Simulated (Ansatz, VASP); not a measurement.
## CsAg3O2: VASP beside Ansatz

```xyz
6
Lattice="5.8515 0.0000 0.0000 -2.9258 5.0676 0.0000 0.0000 0.0000 4.4360" Properties=species:S:1:pos:R:3 pbc="T T T"
Cs    0.0000    0.0000    0.0000
Ag   -1.4629    2.5338    2.2180
Ag    1.4629    2.5338    2.2180
Ag    2.9258    0.0000    2.2180
O     2.9258    1.6892    0.0000
O     0.0000    3.3784    0.0000
```

Change from the starting cell: species swapped into the TbAl3Cu2 type (P6/mmm, No. 191).

Alike in both runs: task single point; functional PBE; k mesh 3 × 3 × 4; occupations gaussian, width 0.1 eV; no spin polarisation.

|  | VASP | Ansatz |
| --- | --- | --- |
| version | VASP 6.6.1 | Ansatz 0.2.0 |
| potentials or method | VASP PAW PBE potentials, release 64 (Cs_sv, Ag, O) | scalar-relativistic, plane waves, PAW |
| plane-wave cutoff (eV) | 520 | 420 |
| valence electrons in the cell | 54 | 78 |

|  | VASP | Ansatz | Ansatz less VASP |
| --- | --- | --- | --- |
| gap on the k mesh at the Fermi level (eV) | none | none | - |
| pressure (GPa) | -6.9 | -6.8 | +0.02 |
| largest component of the traceless stress (GPa) | 7.01 | 7.01 | -0.001 |

A gap of «none» marks a metal or a gap that the smearing closes. The functional is the same, so the differences come from potentials, cutoffs and numerics. The two sets of potentials don't hold the same shells in valence.

Caveats: the k mesh is coarse (spacing up to 0.41 Å⁻¹), so the values aren't converged. Spin-orbit coupling is left out, which matters for the levels of Cs.
